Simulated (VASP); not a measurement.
# Zr (Zirconium) with r2SCAN: from relaxation to properties, part 5 of 5

How well does r2SCAN reproduce what experiment finds for Zr (Zirconium)? The cell is relaxed first, and properties follow on it. Left out of this account: 1 further run (core levels: core levels are not valid at this level). The start is a cell from a database of measured crystal structures.

VASP 6.6.1, plane waves and PAW; the level of theory is named at each step.

Still holding for the runs below: The k-mesh is coarse for a metal.

So far. Step 15 (Band structure (r2SCAN + SOC)): There is no gap at this level. Step 15 (Band structure (r2SCAN + SOC)): Of the bands kept, 8 cross the Fermi level on this path (spinor bands, one electron each). The relaxed cell has a = 3.238, c = 5.159 Å (conventional setting).

## Step 16: Band structure (r2SCAN), changed input

This step: r2SCAN; plane waves and PAW (Zr_sv) (VASP 6.6.1).

The mesh alone shows little of the dispersion and can miss band extrema, so KPOINTS_OPT adds a path through the symmetry points after the self-consistent cycle. Some settings are moved from the usual, to see what they do.

File INCAR:

```
SYSTEM = Zr
PREC = Accurate
ENCUT = 400
EDIFF = 1E-06
NELM = 100
ISMEAR = 0
SIGMA = 0.1
LREAL = .FALSE.
ALGO = Normal
METAGGA = R2SCAN
LASPH = .TRUE.
NBANDS = 24
LORBIT = 11
LWAVE = .FALSE.
LCHARG = .FALSE.
KPAR = 2
ADDGRID = .TRUE.
```

File POSCAR:

```
Zr
1.0
    3.2378935186      0.0000000000      0.0000000000
   -1.6189467593      2.8040980418      0.0000000000
    0.0000000000      0.0000000000      5.1594231066
Zr
2
Direct
    0.3333333333      0.6666666667      0.2500000000
    0.6666666667      0.3333333333      0.7500000000
```

File KPOINTS:

```
Automatic mesh
0
Gamma
9 9 5
0 0 0
```

File KPOINTS_OPT:

```
Line mode
16
Line-mode
Reciprocal
  0.00000000   0.00000000   0.00000000 GAMMA
  0.50000000   0.00000000   0.00000000 M

  0.50000000   0.00000000   0.00000000 M
  0.33333333   0.33333333   0.00000000 K

  0.33333333   0.33333333   0.00000000 K
  0.00000000   0.00000000   0.00000000 GAMMA

  0.00000000   0.00000000   0.00000000 GAMMA
  0.00000000   0.00000000   0.50000000 A

  0.00000000   0.00000000   0.50000000 A
  0.50000000   0.00000000   0.50000000 L

  0.50000000   0.00000000   0.50000000 L
  0.33333333   0.33333333   0.50000000 H

  0.33333333   0.33333333   0.50000000 H
  0.00000000   0.00000000   0.50000000 A

  0.50000000   0.00000000   0.50000000 L
  0.50000000   0.00000000   0.00000000 M

  0.33333333   0.33333333   0.00000000 K
  0.33333333   0.33333333   0.50000000 H
```

The projector-augmented-wave data sets are Zr_sv (PBE family, release 64).

Launch:

```bash
mpirun -np 2 vasp_std
```

The program printed:

```text
[... set-up lines as in an earlier step ...]
 entering main loop
       N       E                     dE             d eps       ncg     rms          rms(c)
DAV:   1     0.151420680463E+03    0.15142E+03   -0.11344E+04  1728   0.840E+02
DAV:   2    -0.418963595196E+02   -0.19332E+03   -0.18703E+03  2136   0.286E+02
DAV:   3    -0.586307356554E+02   -0.16734E+02   -0.16353E+02  3320   0.536E+01
DAV:   4    -0.589403224193E+02   -0.30959E+00   -0.30948E+00  1824   0.848E+00
DAV:   5    -0.589431866308E+02   -0.28642E-02   -0.28640E-02  2272   0.761E-01    0.178E+01
DAV:   6    -0.455504530879E+02    0.13393E+02   -0.99435E+00  2472   0.153E+01    0.396E+00
DAV:   7    -0.454886829637E+02    0.61770E-01   -0.32718E-01  2072   0.363E+00    0.150E+00
DAV:   8    -0.455024105785E+02   -0.13728E-01   -0.14821E-01  2208   0.261E+00    0.968E-01
DAV:   9    -0.455197288864E+02   -0.17318E-01   -0.47455E-02  1872   0.172E+00    0.143E+00
DAV:  10    -0.455108145714E+02    0.89143E-02   -0.25076E-02  1920   0.117E+00    0.366E-02
DAV:  11    -0.455109687167E+02   -0.15415E-03   -0.13918E-03  2456   0.199E-01    0.476E-02
DAV:  12    -0.455109648322E+02    0.38845E-05   -0.20712E-05  2160   0.357E-02    0.163E-02
DAV:  13    -0.455109657354E+02   -0.90318E-06   -0.45286E-06  2568   0.120E-02
   1 F= -.45510966E+02 E0= -.45507531E+02  d E =-.687001E-02
 Start KPOINTS_OPT (optional k-point list driver)
k-point batch [1-36\144]
       N       E                     dE             ncg
DAV:   1    -0.448403077085E+04   -0.28371E+05     1728
DAV:   2    -0.115541584529E+05   -0.70701E+04     2136
DAV:   3    -0.120371977144E+05   -0.48304E+03     3112
DAV:   4    -0.120520163910E+05   -0.14819E+02     1848
DAV:   5    -0.120521768499E+05   -0.16046E+00     2488
DAV:   6    -0.120521786062E+05   -0.17563E-02     1896
DAV:   7    -0.120521786302E+05   -0.23954E-04     2400
DAV:   8    -0.120521786303E+05   -0.16914E-06     1304
[...]
k-point batch [109-144\144]
       N       E                     dE             ncg
DAV:   1    -0.465025514717E+04   -0.33325E+05     1744
DAV:   2    -0.115481596655E+05   -0.68979E+04     2088
DAV:   3    -0.120385332037E+05   -0.49037E+03     3288
DAV:   4    -0.120487819628E+05   -0.10249E+02     1832
DAV:   5    -0.120488922365E+05   -0.11027E+00     2464
DAV:   6    -0.120488931359E+05   -0.89931E-03     1960
DAV:   7    -0.120488931609E+05   -0.25013E-04     2328
DAV:   8    -0.120488931611E+05   -0.19674E-06     1312
```

It took 5.7 min on 2 MPI ranks of AMD EPYC 7R43, shared host; peak memory 0.36 GiB; 11 min of CPU time.

OUTCAR, selected parts (step 16):

```text
   NELECT =      24.0000    total number of electrons

 E-fermi :   9.0093

 k-point     1 :       0.0000    0.0000    0.0000
  band No.  band energies     occupation
    ...
      6     -18.4044      2.00000
      7     -18.3951      2.00000
      8     -18.3951      2.00000
      9       2.9743      2.00000
     10       5.7903      2.00000
     11       9.9515      0.00000
     12       9.9515      0.00000
     13       9.9750      0.00000
     14      10.1063      0.00000
     15      10.6903      0.00000
    ...

  Total        0.0051514      0.0051514      0.0272994      0.0000000     -0.0000000      0.0000000
  in kB        0.1761892      0.1761892      0.9337003      0.0000000     -0.0000000      0.0000000
  external PRESSURE =       0.4286929 kB  Pullay stress =       0.0000000 kB

  FREE ENERGIE OF THE ION-ELECTRON SYSTEM (eV)
  ---------------------------------------------------
  free  energy   TOTEN  =       -45.5109657354 eV

  energy  without entropy=      -45.5040957245  energy(sigma->0) =      -45.50753073

[... 10 parts as in an earlier step ...]

[... 8 further parts left out ...]
```

This step gave:

```yaml
scf_cycles: 13
bands: 24
irreducible_k_points: 36
free_energy_toten: -45.51 eV
energy_at_zero_smearing: -45.51 eV
fermi_energy: 9.009 eV
pressure: 0.04287 GPa
```

The electronic bands at the labelled points (eV, zero at the Fermi level; # counts the bands kept, so #1 is VASP's band 9):

```
          point     #1     #2     #3     #4     #5     #6    #7    #8
              Γ  -6.03  -3.22   0.94   0.94   0.97   1.10  1.68  1.68
0.53 of the way  -4.27  -2.15  -1.17  -0.63   0.78   1.25  1.30  2.74
              M  -2.71  -2.68  -2.28  -0.41   0.66   0.81  1.54  5.11
0.47 of the way  -2.25  -2.23  -2.22  -0.74   0.39   0.67  1.65  4.59
              K  -2.20  -1.53  -1.53  -1.28   0.29   0.29  1.94  4.47
0.53 of the way  -4.19  -1.88  -1.12  -0.95   0.76   0.78  1.69  2.39
              Γ  -6.03  -3.22   0.94   0.94   0.97   1.10  1.68  1.68
0.47 of the way  -5.57  -3.31   0.31   0.73   0.79   0.79  1.37  1.37
              A  -4.24  -4.24  -0.02  -0.02   0.86   0.86  0.86  0.86
0.53 of the way  -3.08  -3.08  -0.84  -0.84   0.47   0.47  1.99  1.99
              L  -3.02  -3.02  -1.12  -1.12   1.53   1.53  2.38  2.38
0.47 of the way  -2.58  -2.58  -0.86  -0.86   0.33   0.33  2.49  2.49
              H  -1.48  -1.48  -1.41  -1.41  -0.17  -0.17  2.21  2.21
0.47 of the way  -2.75  -2.75  -0.81  -0.81   0.09   0.09  2.00  2.00
              A  -4.24  -4.24  -0.02  -0.02   0.86   0.86  0.86  0.86
      jump to L  -3.02  -3.02  -1.12  -1.12   1.53   1.53  2.38  2.38
0.47 of the way  -3.19  -2.62  -1.29  -1.20   1.13   1.16  1.71  4.08
              M  -2.71  -2.68  -2.28  -0.41   0.66   0.81  1.54  5.11
      jump to K  -2.20  -1.53  -1.53  -1.28   0.29   0.29  1.94  4.47
0.53 of the way  -1.88  -1.50  -1.50  -1.26   0.02   0.02  1.89  3.46
              H  -1.48  -1.48  -1.41  -1.41  -0.17  -0.17  2.21  2.21
```

Against the sound run “Band structure (r2SCAN)”, the energy at zero smearing moves by -0.0 meV an atom, the pressure by +0.03 GPa and the Fermi level by +0.01 eV.

## Step 17: What came out

```json
{"relaxed volume": "23.42 Å³/atom", "relaxed conventional cell a, b, c": "3.238, 3.238, 5.159 Å; angles 90.0, 90.0, 120.0°", "space group after relaxing, within 0.02 Å": "P6_3/mmc (No. 194)", "band gap": "none, a metal", "DOS at the Fermi level": "1.38 states/eV/cell", "bulk modulus from the fit": "96.7 GPa", "volume from the fit": "23.5 Å³/atom", "band gap (r2SCAN + SOC)": "none, a metal"}
```

With r2SCAN, Zr (Zirconium) relaxes to 23.42 Å³/atom in space group P6_3/mmc (held by the symmetry of the run), comes out as a metal and has a bulk modulus of 96.7 GPa at fixed shape and positions, an upper bound. Against the listed cell the volume lies +0.6 % (a +0.2 %, c +0.2 %). Band structure (r2SCAN): Of the bands kept, 4 cross the Fermi level on this path. Band structure (r2SCAN + SOC): Of the bands kept, 8 cross the Fermi level on this path (spinor bands, one electron each). Band structure (r2SCAN), changed input: Of the bands kept, 4 cross the Fermi level on this path. The k-sampling is coarse for a metal, so the Fermi level, pressures and the shape of the cell carry errors. No search among competing phases was made. All values are for a static lattice at zero temperature.

Calculation against experiment:

```
              quantity  measured          r2SCAN
lattice constant a (Å)    3.2349  3.238 (+0.1 %)
lattice constant c (Å)    5.1512  5.159 (+0.2 %)
```

Measured values from arxiv:1701.02117 (2017).

**Verdict.** The lattice constant a is off by +0.1 %: good agreement. The lattice constant c is off by +0.2 %: good agreement. The grades are ours: good and fair within 0.7 and 1.5 % for the lattice constant a and 0.8 and 2 % for the lattice constant c. For lattice constants the calculation has a static lattice, without zero-point motion or thermal expansion (measured at up to 300 K).

[Lines on the potential files, build, host, timing and source positions are cut from VASP's logs without a mark.]

[Logs are printed without paths, hosts, clocks, repeated set-up lines and the standing remarks that a program may print on its own settings, such as how far it seeks lower states.]

[Hosts, paths, dates, database ids (printed as entryN), source tags and the programs' standing remarks are cut or masked in the printed files.]

[A measured line is paired with the nearest computed mode of its activity, which favours agreement.]
